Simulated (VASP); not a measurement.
Output of a VASP run:

### OSZICAR
```
       N       E                     dE             d eps       ncg     rms          rms(c)
DAV:   1     0.299411504637E+02    0.29941E+02   -0.57217E+03  1712   0.136E+03
DAV:   2    -0.215110819869E+02   -0.51452E+02   -0.48869E+02  1688   0.210E+02
DAV:   3    -0.227982095311E+02   -0.12871E+01   -0.12778E+01  2028   0.446E+01
DAV:   4    -0.228175392710E+02   -0.19330E-01   -0.19323E-01  2028   0.478E+00
DAV:   5    -0.228180781803E+02   -0.53891E-03   -0.53889E-03  1940   0.805E-01    0.120E+01
DAV:   6    -0.229948059203E+02   -0.17673E+00   -0.54875E+01  1836   0.136E+02    0.153E+01
DAV:   7    -0.200828949037E+02    0.29119E+01   -0.15355E+01  1840   0.771E+01    0.170E+00
DAV:   8    -0.200842778500E+02   -0.13829E-02   -0.61407E-01  2032   0.121E+01    0.164E+00
DAV:   9    -0.200605541934E+02    0.23724E-01   -0.12921E-01  1888   0.656E+00    0.319E-01
DAV:  10    -0.200642926367E+02   -0.37384E-02   -0.11033E-02  1742   0.113E+00    0.284E-01
DAV:  11    -0.200653746872E+02   -0.10821E-02   -0.72304E-03  1988   0.139E+00    0.601E-02
DAV:  12    -0.200653690472E+02    0.56400E-05   -0.11908E-04  1834   0.147E-01    0.321E-02
DAV:  13    -0.200653398359E+02    0.29211E-04   -0.33046E-05  1796   0.679E-02    0.359E-02
DAV:  14    -0.200653607982E+02   -0.20962E-04   -0.66717E-05  1960   0.133E-01    0.639E-03
DAV:  15    -0.200653623036E+02   -0.15054E-05   -0.16668E-06  1800   0.199E-02    0.331E-03
DAV:  16    -0.200653622874E+02    0.16204E-07   -0.10218E-06  1732   0.194E-02    0.541E-04
DAV:  17    -0.200653622689E+02    0.18471E-07   -0.18073E-08   886   0.176E-03
   1 F= -.20065362E+02 E0= -.20065454E+02  d E =0.275828E-03
```

### OUTCAR
```
------------------------ aborting loop because EDIFF is reached ----------------------------------------
  FORCE on cell =-STRESS in cart. coord.  units (eV):
  Direction    XX          YY          ZZ          XY          YZ          ZX
  --------------------------------------------------------------------------------------
  Total        0.0188058      0.0188058      0.0188058     -0.0000000      0.0000000     -0.0000000
  in kB        1.2855821      1.2855821      1.2855821     -0.0000000      0.0000000     -0.0000000
  external PRESSURE =       1.2855821 kB  Pullay stress =       0.0000000 kB
  volume of cell :       23.44
      direct lattice vectors                 reciprocal lattice vectors
     2.861768137  0.000000000  0.000000000     0.349434319  0.000000000  0.000000000
     0.000000000  2.861768137  0.000000000     0.000000000  0.349434319  0.000000000
     0.000000000  0.000000000  2.861768137     0.000000000  0.000000000  0.349434319
 POSITION                                       TOTAL-FORCE (eV/Angst)
 -----------------------------------------------------------------------------------
      1.43088      1.43088      1.43088         0.000000      0.000000      0.000000
      0.00000      0.00000      0.00000         0.000000      0.000000      0.000000
 -----------------------------------------------------------------------------------
    total drift:                               -0.000000      0.000000     -0.000000
  FREE ENERGIE OF THE ION-ELECTRON SYSTEM (eV)
  ---------------------------------------------------
  free  energy   TOTEN  =       -20.0653622689 eV

  energy  without entropy=      -20.0656380971  energy(sigma->0) =      -20.06545421
```
(Selected blocks of OUTCAR.)

POSCAR:
```
NiAl
1
    2.8617681366     0.0000000000     0.0000000000
    0.0000000000     2.8617681366     0.0000000000
    0.0000000000     0.0000000000     2.8617681366
Al Ni
1 1
Direct
  0.5000000000   0.5000000000   0.5000000000
  0.0000000000   0.0000000000   0.0000000000
```

Question: Write an INCAR and KPOINTS that could have produced this output.

Answer: This is not unique; one that fits is the input of the run itself, r2SCAN meta-GGA, plane waves, VASP's PBE PAW potentials (set 64).

File KPOINTS:
```
Automatic mesh
0
gamma
  12 12 12
```

### INCAR
```
# general
SYSTEM  = NiAl
PREC    = Accurate
ENCUT   = 480
LREAL   = .False.
LASPH   = .True.

# electronic loop
EDIFF   = 1E-7
NELM    = 100
ALGO    = Normal
LMAXMIX = 4
LMIXTAU = .True.

# smearing
ISMEAR  = 1
SIGMA   = 0.1

# functional
METAGGA = R2SCAN

# ions
ISIF    = 2

# output
LWAVE   = .False.
LCHARG  = .False.
```

POTCAR, in this order: Al Ni (PBE.64 set). Program: vasp_std.

The compound is NiAl in the CsCl type structure. It was relaxed first. The run is not spin-polarised, so no magnetic state was tried. The electron count is odd and the run is not spin-polarised, which forces a metal.
